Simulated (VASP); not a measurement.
NaI: band gap against strain

NaI (rock salt, Fm-3m, 34.539 Å³/atom and stress up to 0.10 GPa in the relaxed cell, cube axes along x, y and z) under an equal strain ε along all three axes. PBE in VASP (plane waves, PAW), 480 eV, 8×8×8 Γ-centred mesh, Gaussian smearing 0.05 eV; ions are relaxed, or left where forces stay under 0.02 eV/Å, within the symmetry of each cell. Gaps are the smallest on the run's k-mesh, which can miss an edge that lies off it, without spin-orbit coupling; in all rows the valence edge lies at Γ and the conduction edge at Γ.

Here s stands for strain and Eg for gap.

```
strain (%)  gap (eV)
----------  --------
-3.00              ?
-1.50          3.713
-1.00          3.671
-0.50          3.631
0.00           3.591
0.50           3.554
1.00           3.517
1.50           3.481
```

Problem. Fit Eg against s with a straight line, and predict the withheld value at s = -3.00.

Solution. Means: s 0, Eg 3.5940. About the means, the sum of products is -0.54050 and the sum of squares of s is 7.0000; the slope is their ratio. Least squares gives Eg = 3.5940 - 0.07721·s. Residuals (row less fit): 0.0032, -0.0002, -0.0016, -0.0030, -0.0014, 0.0002, 0.0028; standard error 0.0025 (degrees of freedom: 5). Over these rows the gap moves by -7.72 ± 0.10 eV per unit strain, or -2.6 eV per unit of ln V. At the withheld row, Eg = 3.5940 - 0.07721 × (-3.0) = 3.8256 eV. The calculation gives 3.847 eV, 0.0214 eV above the prediction (5.8 % of the range of Eg in the table). The row lies outside the fitted rows, so this is an extrapolation. From the scatter of the fitted rows alone, a prediction at this place has a standard error of 0.0039 eV, so the miss is 5.5 times that.

A polynomial of degree 2 through the 12 other runs of the series gives 3.846 there, so most of the miss is curvature that the fit leaves out. Other structures, which can take over under pressure, weren't tried. Spin-orbit coupling is left out, which can shift this property for NaI. Rows are the converged runs of the series near zero and its far end, less any whose ions stayed unrelaxed beside relaxed ones; series whose fitted rows scatter by over a few per cent of the range, as at a crossing or softening among them, aren't shown in this form. Most that stay on the fit to the last digits aren't either.
